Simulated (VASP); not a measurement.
Energy against volume of Mg (hcp). Calculation: optB86b-vdW, VASP's PBE PAW potentials (set 64) (plane waves; VASP 6.6.1). Settings: 520 eV cut-off, 13×13×7 Γ-centred mesh, first-order Methfessel-Paxton smearing of 0.10 eV, potentials Mg.

Shape and ions are relaxed at each volume.

| V (Å³/atom) | E (eV/atom) |
|---|---|
| 21.204 | -0.07356 |
| 21.881 | -0.08175 |
| 22.557 | -0.08444 |
| 23.234 | -0.08244 |

### Question
Fit these four points and predict the energy of the run at 23.911 Å³/atom.

### Answer
A cubic in V^(−2/3), the third-order Birch-Murnaghan form, passes through the four points with V0 = 22.59 Å³/atom and B0 = 37 GPa, and gives -0.0764 eV/atom there. The run gave -0.0765 eV/atom, -0.1 meV/atom from the fit; all five points give B0 = 37 GPa.

The compound is Mg in the hcp structure. It was relaxed first.
